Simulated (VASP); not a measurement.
# FeCo2Au: magnetic orders, part 3 of 5

Wanted: the lowest of several collinear orders of FeCo2Au. The cell is invented: it takes the structure of a Materials Project entry for Fe3Au (space group 139 there), with some of its atoms replaced by other elements, volume scaled by an estimate. It may not be a known or stable phase.

VASP 6.6.1, plane waves and PAW; the level of theory is named at each step.

Still holding for the runs below: The magnetic state follows from one typed start and may not be the lowest. A U on the itinerant d states of such a compound is hard to justify; it moves the bands at the Fermi level and favours large moments.

So far. Step 2 (Relax in the ferromagnetic state): The run ended after 6 ionic steps, 0.026 eV below its first step, once forces and stress met EDIFFG = -0.02. The relaxed cell has a = 3.674, c = 7.487 Å (conventional setting).

**3. Magnetic order, start order fm, signs +++**

This step: PBEsol, DFT+U (Co d 2 eV, Fe d 3 eV), spin-polarised, from parallel moments; plane waves and PAW (Au, Co, Fe); invented cell (VASP 6.6.1).

Each run starts from other signs of the moments at the same geometry and cutoff; gentle mixing helps it keep them. Any wave vector in a name is a fraction of the reciprocal vectors of the first cell as typed.

INCAR

```
SYSTEM = FeCo2Au
PREC = Accurate
ENCUT = 350
EDIFF = 1E-06
NELM = 150
ISMEAR = 1
SIGMA = 0.05
LREAL = .FALSE.
ALGO = Normal
GGA = PS
NBANDS = 26
ISPIN = 2
MAGMOM = 0 2 2 3
LDAU = .TRUE.
LDAUTYPE = 2
LDAUL = -1 2 2
LDAUU = 0 2 3
LDAUJ = 0 0 0
LDAUPRINT = 1
LASPH = .TRUE.
LMAXMIX = 4
LORBIT = 11
LWAVE = .FALSE.
LCHARG = .TRUE.
AMIX = 0.2
BMIX = 1E-04
AMIX_MAG = 0.8
BMIX_MAG = 1E-04
```

POSCAR

```
FeCo2Au
1.0
   -1.8372056789      1.8372056789      3.7436825917
    1.8372056789     -1.8372056789      3.7436825917
    1.8372056789      1.8372056789     -3.7436825917
Au Co Fe
1 2 1
Direct
    0.0000000000      0.0000000000      0.0000000000
    0.7500000000      0.2500000000      0.5000000000
    0.2500000000      0.7500000000      0.5000000000
    0.5000000000      0.5000000000      0.0000000000
```

KPOINTS

```
Automatic mesh
0
Gamma
7 7 7
0 0 0
```

Potentials, in the order of the species: Au, Co and Fe (PBE family, release 64).

Command:

```sh
mpirun -np 1 vasp_std
```

The program printed:

```text
[banner, memory and clock lines left out]
running    1 mpi-ranks, on    1 nodes
 distrk:  each k-point on    1 cores,    1 groups
 distr:  one band on    1 cores,    1 groups

 POSCAR found type information on POSCAR AuCoFe
 POSCAR found :  3 types and       4 ions
 [... a notice as in an earlier step ...]

 LDA part: xc-table for (Slater+PW92), standard interpolation
 POSCAR, INCAR and KPOINTS ok, starting setup
 FFT: planning ... GRIDC
 FFT: planning ... GRID_SOFT
 FFT: planning ... GRID
 WAVECAR not read
 entering main loop
       N       E                     dE             d eps       ncg     rms          rms(c)
DAV:   1     0.226725519094E+03    0.22673E+03   -0.13163E+04  4272   0.132E+03
DAV:   2    -0.100918834299E+02   -0.23682E+03   -0.22253E+03  4184   0.309E+02
DAV:   3    -0.250558361019E+02   -0.14964E+02   -0.14017E+02  4428   0.988E+01
DAV:   4    -0.253443983067E+02   -0.28856E+00   -0.28699E+00  4496   0.135E+01
DAV:   5    -0.253529767074E+02   -0.85784E-02   -0.85769E-02  5582   0.210E+00    0.217E+01
DAV:   6    -0.228166393119E+02    0.25363E+01   -0.71588E+00  4728   0.426E+01    0.138E+01
DAV:   7    -0.230384936514E+02   -0.22185E+00   -0.48932E+00  5312   0.445E+01    0.137E+01
DAV:   8    -0.223293452738E+02    0.70915E+00   -0.17213E+00  6072   0.341E+01    0.797E+00
DAV:   9    -0.223664147175E+02   -0.37069E-01   -0.30583E-01  5108   0.557E+00    0.679E+00
DAV:  10    -0.223688726873E+02   -0.24580E-02   -0.39902E-01  5996   0.105E+01    0.255E+00
DAV:  11    -0.223646669084E+02    0.42058E-02   -0.60834E-02  6088   0.511E+00    0.932E-01
DAV:  12    -0.223735585862E+02   -0.88917E-02   -0.12262E-02  5698   0.131E+00    0.527E-01
DAV:  13    -0.223764414127E+02   -0.28828E-02   -0.32211E-03  5918   0.978E-01    0.377E-01
DAV:  14    -0.223832308136E+02   -0.67894E-02   -0.10845E-02  6664   0.125E+00    0.360E-01
DAV:  15    -0.223848275726E+02   -0.15968E-02   -0.27486E-03  6308   0.628E-01    0.135E-01
DAV:  16    -0.223856974207E+02   -0.86985E-03   -0.91032E-04  5814   0.321E-01    0.110E-01
DAV:  17    -0.223860457289E+02   -0.34831E-03   -0.31978E-04  6598   0.253E-01    0.797E-02
DAV:  18    -0.223861737461E+02   -0.12802E-03   -0.16506E-04  6436   0.135E-01    0.334E-02
DAV:  19    -0.223862174929E+02   -0.43747E-04   -0.33881E-05  5774   0.939E-02    0.200E-02
DAV:  20    -0.223862289825E+02   -0.11490E-04   -0.11360E-05  5284   0.494E-02    0.161E-02
DAV:  21    -0.223862415421E+02   -0.12560E-04   -0.33892E-05  6264   0.798E-02    0.818E-03
DAV:  22    -0.223862412243E+02    0.31775E-06   -0.42451E-06  4020   0.294E-02
   1 F= -.22386241E+02 E0= -.22386425E+02  d E =0.550722E-03  mag=     7.0065
```

Elapsed: 60 s, on 1 MPI rank of Intel Xeon 6975P-C (Granite Rapids), shared host; peak memory 0.21 GiB.

OUTCAR, selected parts (step 3):

```text
  LATTYP: Found a body centered tetragonal cell.
 ALAT       =     3.6744113578
 C/A-ratio  =     2.0377046700

The static configuration has the point symmetry D_4h.

 Found     40 irreducible k-points:

   k-points           NKPTS =     40   k-points in BZ     NKDIM =     40   number of bands    NBANDS=     26

   ENCUT  =  350.0 eV  25.72 Ry    5.07 a.u.   6.95  6.95  6.95*2*pi/ulx,y,z

   NELECT =      37.0000    total number of electrons

atom =   2  type =  2  l = 2

 onsite density matrix

spin component  1

  0.9219  0.0000 -0.0000 -0.0000  0.0000
  0.0000  0.9196  0.0000  0.0000  0.0000
 -0.0000  0.0000  0.9303 -0.0000 -0.0000
 -0.0000  0.0000 -0.0000  0.9196 -0.0000
  0.0000  0.0000 -0.0000 -0.0000  0.9340

spin component  2

  0.6304 -0.0000  0.0000 -0.0000 -0.0000
 -0.0000  0.4529  0.0000 -0.0000  0.0000
  0.0000  0.0000  0.7273  0.0000 -0.0000
 -0.0000 -0.0000  0.0000  0.4529 -0.0000
 -0.0000  0.0000 -0.0000 -0.0000  0.3908

 occupancies and eigenvectors

  o =  0.3908  v =  0.0000  0.0000  0.0000  0.0000  0.0000  0.0000 -0.0000  0.0000  0.0000  1.0000      0.0000  0.0000  0.0000  0.0000  0.0000  0.0000  0.0000  0.0000  0.0000  0.0000
  o =  0.4529  v =  0.0000  0.0000  0.0000  0.0000  0.0000  0.0000 -0.9999 -0.0000 -0.0164 -0.0000      0.0000  0.0000  0.0000  0.0000  0.0000  0.0000  0.0000  0.0000  0.0000  0.0000
  o =  0.4529  v =  0.0000  0.0000  0.0000  0.0000  0.0000  0.0000  0.0164 -0.0000 -0.9999  0.0000      0.0000  0.0000  0.0000  0.0000  0.0000  0.0000  0.0000  0.0000  0.0000  0.0000
  o =  0.6304  v =  0.0000  0.0000  0.0000  0.0000  0.0000  1.0000  0.0000  0.0000  0.0000  0.0000      0.0000  0.0000  0.0000  0.0000  0.0000  0.0000  0.0000  0.0000  0.0000  0.0000
  o =  0.7273  v =  0.0000  0.0000  0.0000  0.0000  0.0000  0.0000  0.0000 -1.0000  0.0000  0.0000      0.0000  0.0000  0.0000  0.0000  0.0000  0.0000  0.0000  0.0000  0.0000  0.0000
  o =  0.9196  v =  0.0000  0.9019  0.0000 -0.4319 -0.0000  0.0000  0.0000  0.0000  0.0000  0.0000      0.0000  0.0000  0.0000  0.0000  0.0000  0.0000  0.0000  0.0000  0.0000  0.0000
  o =  0.9196  v =  0.0000 -0.4319  0.0000 -0.9019  0.0000  0.0000  0.0000  0.0000  0.0000  0.0000      0.0000  0.0000  0.0000  0.0000  0.0000  0.0000  0.0000  0.0000  0.0000  0.0000
  o =  0.9219  v =  1.0000  0.0000  0.0000  0.0000  0.0000  0.0000  0.0000  0.0000  0.0000  0.0000      0.0000  0.0000  0.0000  0.0000  0.0000  0.0000  0.0000  0.0000  0.0000  0.0000
  o =  0.9303  v =  0.0000  0.0000  1.0000  0.0000 -0.0000  0.0000  0.0000  0.0000  0.0000  0.0000      0.0000  0.0000  0.0000  0.0000  0.0000  0.0000  0.0000  0.0000  0.0000  0.0000
  o =  0.9340  v =  0.0000  0.0000  0.0000 -0.0000  1.0000  0.0000  0.0000  0.0000  0.0000  0.0000      0.0000  0.0000  0.0000  0.0000  0.0000  0.0000  0.0000  0.0000  0.0000  0.0000

atom =   3  type =  2  l = 2

 onsite density matrix

spin component  1

  0.9219  0.0000 -0.0000 -0.0000 -0.0000
  0.0000  0.9196  0.0000  0.0000  0.0000
 -0.0000  0.0000  0.9303 -0.0000 -0.0000
 -0.0000  0.0000 -0.0000  0.9196 -0.0000
 -0.0000  0.0000 -0.0000 -0.0000  0.9340

spin component  2

  0.6304 -0.0000  0.0000 -0.0000  0.0000
 -0.0000  0.4529 -0.0000 -0.0000  0.0000
  0.0000 -0.0000  0.7273  0.0000 -0.0000
 -0.0000 -0.0000  0.0000  0.4529 -0.0000
  0.0000  0.0000 -0.0000 -0.0000  0.3908

 occupancies and eigenvectors

  o =  0.3908  v =  0.0000  0.0000  0.0000  0.0000  0.0000  0.0000 -0.0000  0.0000  0.0000 -1.0000      0.0000  0.0000  0.0000  0.0000  0.0000  0.0000  0.0000  0.0000  0.0000  0.0000
  o =  0.4529  v =  0.0000  0.0000  0.0000  0.0000  0.0000  0.0000 -0.9873 -0.0000 -0.1588  0.0000      0.0000  0.0000  0.0000  0.0000  0.0000  0.0000  0.0000  0.0000  0.0000  0.0000
  o =  0.4529  v =  0.0000  0.0000  0.0000  0.0000  0.0000  0.0000 -0.1588  0.0000  0.9873  0.0000      0.0000  0.0000  0.0000  0.0000  0.0000  0.0000  0.0000  0.0000  0.0000  0.0000
  o =  0.6304  v =  0.0000  0.0000  0.0000  0.0000  0.0000  1.0000  0.0000  0.0000  0.0000  0.0000      0.0000  0.0000  0.0000  0.0000  0.0000  0.0000  0.0000  0.0000  0.0000  0.0000
  o =  0.7273  v =  0.0000  0.0000  0.0000  0.0000  0.0000  0.0000  0.0000 -1.0000 -0.0000  0.0000      0.0000  0.0000  0.0000  0.0000  0.0000  0.0000  0.0000  0.0000  0.0000  0.0000
  o =  0.9196  v =  0.0000  0.9991  0.0000  0.0413  0.0000  0.0000  0.0000  0.0000  0.0000  0.0000      0.0000  0.0000  0.0000  0.0000  0.0000  0.0000  0.0000  0.0000  0.0000  0.0000
  o =  0.9196  v =  0.0000 -0.0413 -0.0000  0.9991  0.0000  0.0000  0.0000  0.0000  0.0000  0.0000      0.0000  0.0000  0.0000  0.0000  0.0000  0.0000  0.0000  0.0000  0.0000  0.0000
  o =  0.9219  v =  1.0000  0.0000  0.0000  0.0000  0.0000  0.0000  0.0000  0.0000  0.0000  0.0000      0.0000  0.0000  0.0000  0.0000  0.0000  0.0000  0.0000  0.0000  0.0000  0.0000
  o =  0.9303  v =  0.0000 -0.0000  1.0000  0.0000  0.0000  0.0000  0.0000  0.0000  0.0000  0.0000      0.0000  0.0000  0.0000  0.0000  0.0000  0.0000  0.0000  0.0000  0.0000  0.0000
  o =  0.9340  v =  0.0000  0.0000  0.0000  0.0000 -1.0000  0.0000  0.0000  0.0000  0.0000  0.0000      0.0000  0.0000  0.0000  0.0000  0.0000  0.0000  0.0000  0.0000  0.0000  0.0000

atom =   4  type =  3  l = 2

 onsite density matrix

spin component  1

  0.9341 -0.0000 -0.0000 -0.0000  0.0000
 -0.0000  0.9272 -0.0000  0.0000  0.0000
 -0.0000 -0.0000  0.9386  0.0000  0.0000
 -0.0000  0.0000  0.0000  0.9272 -0.0000
  0.0000  0.0000  0.0000 -0.0000  0.9499

spin component  2

  0.2202  0.0000 -0.0000  0.0000 -0.0000
  0.0000  0.5239  0.0000  0.0000  0.0000
 -0.0000  0.0000  0.1307  0.0000  0.0000
  0.0000  0.0000  0.0000  0.5239 -0.0000
 -0.0000  0.0000  0.0000 -0.0000  0.0790

 occupancies and eigenvectors

  o =  0.0790  v =  0.0000  0.0000  0.0000  0.0000  0.0000  0.0000 -0.0000 -0.0000  0.0000  1.0000      0.0000  0.0000  0.0000  0.0000  0.0000  0.0000  0.0000  0.0000  0.0000  0.0000
  o =  0.1307  v =  0.0000  0.0000  0.0000  0.0000  0.0000  0.0000  0.0000 -1.0000 -0.0000 -0.0000      0.0000  0.0000  0.0000  0.0000  0.0000  0.0000  0.0000  0.0000  0.0000  0.0000
  o =  0.2202  v =  0.0000  0.0000  0.0000  0.0000  0.0000  1.0000  0.0000  0.0000  0.0000  0.0000      0.0000  0.0000  0.0000  0.0000  0.0000  0.0000  0.0000  0.0000  0.0000  0.0000
  o =  0.5239  v =  0.0000  0.0000  0.0000  0.0000  0.0000  0.0000  0.1960 -0.0000  0.9806  0.0000      0.0000  0.0000  0.0000  0.0000  0.0000  0.0000  0.0000  0.0000  0.0000  0.0000
  o =  0.5239  v =  0.0000  0.0000  0.0000  0.0000  0.0000  0.0000  0.9806  0.0000 -0.1960  0.0000      0.0000  0.0000  0.0000  0.0000  0.0000  0.0000  0.0000  0.0000  0.0000  0.0000
  o =  0.9272  v =  0.0000 -0.2030  0.0000  0.9792 -0.0000  0.0000  0.0000  0.0000  0.0000  0.0000      0.0000  0.0000  0.0000  0.0000  0.0000  0.0000  0.0000  0.0000  0.0000  0.0000
  o =  0.9272  v =  0.0000  0.9792 -0.0000  0.2030  0.0000  0.0000  0.0000  0.0000  0.0000  0.0000      0.0000  0.0000  0.0000  0.0000  0.0000  0.0000  0.0000  0.0000  0.0000  0.0000
  o =  0.9341  v =  1.0000  0.0000  0.0000  0.0000  0.0000  0.0000  0.0000  0.0000  0.0000  0.0000      0.0000  0.0000  0.0000  0.0000  0.0000  0.0000  0.0000  0.0000  0.0000  0.0000
  o =  0.9386  v =  0.0000 -0.0000 -1.0000 -0.0000  0.0000  0.0000  0.0000  0.0000  0.0000  0.0000      0.0000  0.0000  0.0000  0.0000  0.0000  0.0000  0.0000  0.0000  0.0000  0.0000
  o =  0.9499  v =  0.0000  0.0000 -0.0000  0.0000 -1.0000  0.0000  0.0000  0.0000  0.0000  0.0000      0.0000  0.0000  0.0000  0.0000  0.0000  0.0000  0.0000  0.0000  0.0000  0.0000

 E-fermi :   9.2709

 spin component 1
 k-point     1 :       0.0000    0.0000    0.0000
  band No.  band energies     occupation
    ...
     17       6.8471      1.00000
     18       7.0271      1.00000
     19       7.3610      1.00000
     20       7.3610      1.00000
     21       7.5346      1.00000
     22      10.5514      0.00000
     23      15.4258      0.00000
     24      15.4258      0.00000
     25      16.3392      0.00000
     26      16.5779      0.00000

 k-point     2 :       0.1429   -0.0000    0.0000
  band No.  band energies     occupation
    ...
     17       6.8101      1.00000
     18       6.8207      1.00000
     19       6.8334      1.00000
     20       7.3025      1.00000
     21       7.4266      1.00000
     22      10.9171      0.00000
     23      13.0989      0.00000
     24      14.8484      0.00000
     25      15.3285      0.00000
     26      16.9989      0.00000

 k-point     3 :       0.2857   -0.0000    0.0000
  band No.  band energies     occupation
    ...
     17       6.5211      1.00000
     18       6.5525      1.00000
     19       6.8360      1.00000
     20       7.0400      1.00000
     21       7.2649      1.00000
     22      10.0270     -0.00000
     23      11.5520      0.00000
     24      13.3621      0.00000
     25      15.6319      0.00000
     26      17.8444      0.00000

 k-point     4 :       0.4286   -0.0000    0.0000
  band No.  band energies     occupation
    ...
     18       6.6424      1.00000
     19       6.8140      1.00000
     20       6.8932      1.00000
     21       7.1231      1.00000
     22       7.9686      1.00000
     23      11.6866      0.00000
     24      12.6209      0.00000
     25      16.3785      0.00000
     26      18.1815      0.00000

  Total        0.1050336      0.1050336      0.1071040      0.0000000      0.0000000      0.0000000
  in kB        3.3293876      3.3293876      3.3950165      0.0000000      0.0000000      0.0000000
  external PRESSURE =       3.3512639 kB  Pullay stress =       0.0000000 kB

 POSITION                                       TOTAL-FORCE (eV/Angst)
 -----------------------------------------------------------------------------------
      0.00000      0.00000      0.00000        -0.000000     -0.000000      0.000000
      0.00000      1.83721      1.87184         0.000000     -0.000000     -0.000000
      1.83721      0.00000      1.87184        -0.000000      0.000000     -0.000000
      0.00000      0.00000      3.74368        -0.000000     -0.000000      0.000000
 -----------------------------------------------------------------------------------
    total drift:                                0.000000      0.000000      0.000000

  FREE ENERGIE OF THE ION-ELECTRON SYSTEM (eV)
  ---------------------------------------------------
  free  energy   TOTEN  =       -22.3862412243 eV

  energy  without entropy=      -22.3867919458  energy(sigma->0) =      -22.38642480

 total charge
# of ion       s       p       d       tot
------------------------------------------
    1        0.719   0.599   8.619   9.938
    2        0.434   0.459   7.254   8.146
    3        0.434   0.459   7.254   8.146
    4        0.445   0.490   6.131   7.067
--------------------------------------------------
tot          2.032   2.007  29.258  33.297

 magnetization (x)
# of ion       s       p       d       tot
------------------------------------------
    1       -0.021  -0.070   0.170   0.078
    2       -0.006  -0.036   1.973   1.931
    3       -0.006  -0.036   1.973   1.931
    4        0.003  -0.016   3.198   3.186
--------------------------------------------------
tot         -0.031  -0.157   7.314   7.126

[... 3 parts as in an earlier step ...]

[... 11 further parts left out ...]
```

The k-mesh is coarse for a metal.

This step gave:

```yaml
electronic_cycles: 22
fermi_energy: 9.271 eV
moment_of_the_cell_from_the_last_line_of_the_log: 7.006 μB
```

Spin moment in the PAW sphere by atom:

| atom | spin moment in the PAW sphere (μB) |
| --- | --- |
| Au1 | 0.08 |
| Co2 | 1.93 |
| Co3 | 1.93 |
| Fe4 | 3.19 |

Spin density in the ac plane of the conventional cell at fractional y = 0.000, with atoms of Au and Co and Fe within 0.2 Å of it.

Ten even steps from '0' (0.0 e/Å³) to '9' (4.5 e/Å³), each cell a mean:
```
00000000000000
00000000000000
00000000000000
00000000000000
00000133210000
00000256410000
00000244310000
00000011100000
00000000000000
11000000000001
53100000000024
97300000000148
85200000000136
32000000000012
00000000000000
00000000000000
00000133210000
00000256410000
00000244310000
00000011100000
00000000000000
00000000000000
00000000000000
00000000000000
```
Columns run along a (3.7 Å), rows up along c (7.5 Å), edges of the conventional cell, whose origin can differ from the input's. Atoms in or near the plane, at fractional coordinates: Au at (0.00, 0.00), Co at (0.50, 0.75), Co at (0.50, 0.25), Fe at (0.00, 0.50).

Valence density in the ac plane of the conventional cell at fractional y = 0.000, with atoms of Au and Co and Fe within 0.2 Å of it. It is the smooth field of the valence electrons, not physical close to the nuclei.

Ten even steps from '_' (0.2 e/Å³) to '@' (8.6 e/Å³), each cell a mean:
```
==--::..______________..::==
::::..__________________..::
....______________________..
____________......__________
__________::++**==..________
________..==%%@@##::________
__________--##%%**::________
__________..----::__________
____________________________
..________________________..
++--..__________________::==
@@**::__________________--##
##++..__________________--**
::..____________________..::
____________________________
____________......__________
__________::++**==..________
________..==%%@@##::________
__________--##%%**::________
__________..----::__________
____________________________
::....__________________....
----::________________..::--
++==::..______________..--==
```
Columns run along a (3.7 Å), rows up along c (7.5 Å), edges of the conventional cell, whose origin can differ from the input's. Atoms in or near the plane, at fractional coordinates: Au at (0.00, 0.00), Co at (0.50, 0.75), Co at (0.50, 0.25), Fe at (0.00, 0.50).

The largest moment at the end is 3.19 μB, and the moments of the cell sum to 7.01 μB.

(Part 3 of 5 ends here.)

[Lines on the potential files, build, host, timing and source positions are cut from VASP's logs without a mark.]

[Logs are printed without paths, hosts, clocks, repeated set-up lines and the standing remarks that a program may print on its own settings, such as how far it seeks lower states.]

[Hosts, paths, dates, database ids (printed as entryN), source tags and the programs' standing remarks are cut or masked in the printed files.]

[In band tables of VASP the shares of atoms and orbitals are scaled to a sum of 1 inside the atoms' spheres.]

[Runs that stopped without an error message from VASP are left out.]
